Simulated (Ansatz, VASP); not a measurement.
## One calculation of PIr, two programs

File INCAR:

```
ALGO = Normal
EDIFF = 1E-8
ENCUT = 520
GGA = PS
ISIF = 2
ISMEAR = -1
LASPH = True
LCHARG = False
LEFG = True
LREAL = False
LWAVE = False
NBANDS = 14
NELM = 100
PREC = Accurate
SIGMA = 0.05
```

KPOINTS

```
k-points
0
Gamma
  13 13 13
```

The input POSCAR:

```
PIr
1.0
    0.0000000000      2.4648029302      2.4648029302
    2.4648029302      0.0000000000      2.4648029302
    2.4648029302      2.4648029302      0.0000000000
Ir P
1 1
Direct
    0.0000000000      0.0000000000      0.0000000000
    0.5000000000      0.5000000000      0.5000000000
```

Input for Ansatz:

```yaml
crystal:
  lattice:
    - [0.0, 2.4648029302, 2.4648029302]
    - [2.4648029302, 0.0, 2.4648029302]
    - [2.4648029302, 2.4648029302, 0.0]
  atoms:
    - { symbol: Ir, position: [0.0, 0.0, 0.0] }
    - { symbol: P, position: [0.5, 0.5, 0.5] }
kpoints:
  mp_grid: { grid: [13, 13, 13] }
  band_path:
    path:
      - [0.0, 0.0, 0.0]
      - [0.5, 0.0, 0.5]
      - [0.625, 0.25, 0.625]
      - [0.375, 0.375, 0.75]
      - [0.0, 0.0, 0.0]
      - [0.5, 0.5, 0.5]
      - [0.5, 0.25, 0.75]
      - [0.5, 0.0, 0.5]
    npoints: 5
scf:
  occupations: { method: fermi_dirac, width: 0.05 }
hamiltonian:
  xc: pbesol
  pseudopotentials: { kind: paw }
output:
  forces: true
  stress: true
  eigenvalues: true
  efg: { contact_densities: true }
  write_density: true
  write_potential: true
  elf: true
  volumetric_format: npy
```

Alike in both runs: task electric field gradients; functional PBEsol; k mesh 13 × 13 × 13; occupations fermi-dirac, width 0.05 eV; no spin polarisation.

|  | VASP | Ansatz |
| --- | --- | --- |
| version | VASP 6.6.1 | Ansatz 0.2.0 |
| potentials or method | VASP PAW PBE potentials, release 64 (Ir, P) | PAW with Ansatz's default frozen-core files, scalar-relativistic |
| plane-wave cutoff (eV) | 520 | 420 |
| valence electrons in the cell | 14 | 22 |

|  | VASP | Ansatz | Ansatz less VASP |
| --- | --- | --- | --- |
| pressure (GPa) | -6.0 | -6.7 | -0.74 |
| Vzz of the field gradient on the site that differs most (V/Å²) | 0.0 | 0.0 | 0.00 |

The functional is the same, so the differences come from potentials, cutoffs and numerics. The two sets of potentials don't hold the same shells in valence. Ansatz warned: «gradients_without_spin_orbit».

Caveats: the PAW data sets were made with another functional, which shifts forces and pressure a little (VASP). The runs have no spin-orbit coupling, so splittings on Ir are missing.
